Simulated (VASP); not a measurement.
The system is PtF2.

```
Pt F
1.0
     1.56477    0.90342    4.73090
    -1.56477    0.90342    4.73090
     0.00000   -1.80685    4.73090
Pt F
1 2
Direct
  0.00000 0.00000 0.00000
  0.25200 0.25200 0.25200
  0.74800 0.74800 0.74800
```

The cell was built by a generator and needn't be a form met in nature.

Base run:

```yaml
Program: VASP 6.6.1
Functional: PBE
Potentials_or_basis: VASP PAW PBE potentials, release 64 (Pt, F)
Cutoff: 520 eV
k_mesh: 7 × 7 × 7
Occupations: gaussian, width 0.05 eV
Spin: no spin polarisation
Hubbard_terms: Pt d U = 6 eV
```

Its results: band gap on the k mesh none (metal or under the smearing width); pressure 17.5 GPa; largest force 0.525 eV/Å.

Problem. The run is repeated on the same cell with these changes: spin from no spin polarisation to collinear spin, ferromagnetic start; further incar settings from ALGO = Normal; EDIFF = 1e-06; NBANDS = 19 to ALGO = Normal; EDIFF = 1e-07. What comes out?

Solution. Band gap on the k mesh 2.12 eV, indirect (least direct gap 2.21 eV); pressure 20.7 GPa; net moment 2.00 μB per cell; site moments Pt +1.74; F +0.15 μB; largest force 1.160 eV/Å.

Caveats: U without spin polarisation on a metal has little footing (some runs); spin-orbit coupling is left out, which moves the levels of the heavy elements (some runs); an odd mesh through Γ misses points on the zone boundary, where band edges often lie (some runs); forces of over 1 eV/Å show positions far from the minimum, so gaps and moduli don't describe the material at rest (some runs).

Not every run made on this cell is shown here.
